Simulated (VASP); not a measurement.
The input files of a VASP run:

File KPOINTS:
```
Regular mesh
0
gamma
6 6 6
0 0 0
```

POSCAR:
```
CdSe
1
    0.0000000000     3.0396753714     3.0396753714
    3.0396753714     0.0000000000     3.0396753714
    3.0396753714     3.0396753714     0.0000000000
Cd Se
1 1
Direct
  0.0000000000   0.0000000000   0.0000000000
  0.2500000000   0.2500000000   0.2500000000
```

**INCAR**
```
AEXX  =  0.25
ALGO  =  Normal
EDIFF  =  1E-6
ENCUT  =  520
GGA  =  PE
HFRCUT  =  -1
ISIF  =  2
ISMEAR  =  0
ISYM  =  3
LASPH  =  .TRUE.
LCHARG  =  .FALSE.
LHFCALC  =  .TRUE.
LMAXMIX  =  4
LREAL  =  .FALSE.
LWAVE  =  .FALSE.
NELM  =  60
PREC  =  Accurate
PRECFOCK  =  Fast
SIGMA  =  0.05
SYSTEM  =  CdSe
```

POTCAR, in this order: Cd Se (PBE.64 set). Program: vasp_std. Read from the step before: WAVECAR.

### Question
Translate this PBE0 calculation to Quantum ESPRESSO's pw.x.

### Answer
One equivalent input (not run):
```
&CONTROL
  calculation = 'scf'
  pseudo_dir = './pseudo'
  outdir = './out'
  tprnfor = .true.
  tstress = .false.
/
&SYSTEM
  ibrav = 0
  nat = 2
  ntyp = 2
  ecutwfc = 102
  occupations = 'smearing'
  smearing = 'gaussian'
  degauss = 0.003675
  input_dft = 'pbe0'
  nqx1 = 6
  nqx2 = 6
  nqx3 = 6
/
&ELECTRONS
  conv_thr = 7.3e-08
  electron_maxstep = 60
/
ATOMIC_SPECIES
  Cd 112.414 Cd.upf
  Se 78.971 Se.upf
CELL_PARAMETERS angstrom
     0.0000000    3.0396754    3.0396754
     3.0396754    0.0000000    3.0396754
     3.0396754    3.0396754    0.0000000
ATOMIC_POSITIONS crystal
  Cd   0.0000000  0.0000000  0.0000000
  Se   0.2500000  0.2500000  0.2500000
K_POINTS automatic
  6 6 6 0 0 0
```
The two are equivalent in intent, not identical: the potentials are each code's own (VASP's PAW set, PseudoDojo norm-conserving files in pw.x), so ENCUT and ecutwfc are chosen apart and not converted; conv_thr bounds pw.x's estimated SCF error, while EDIFF bounds the energy change between steps; the singularity of exact exchange is treated differently by default.

The compound is CdSe in the zinc blende structure, whereas wurtzite is the usual form. This cell is one point of a volume scan, at 0.94 of the reference volume.
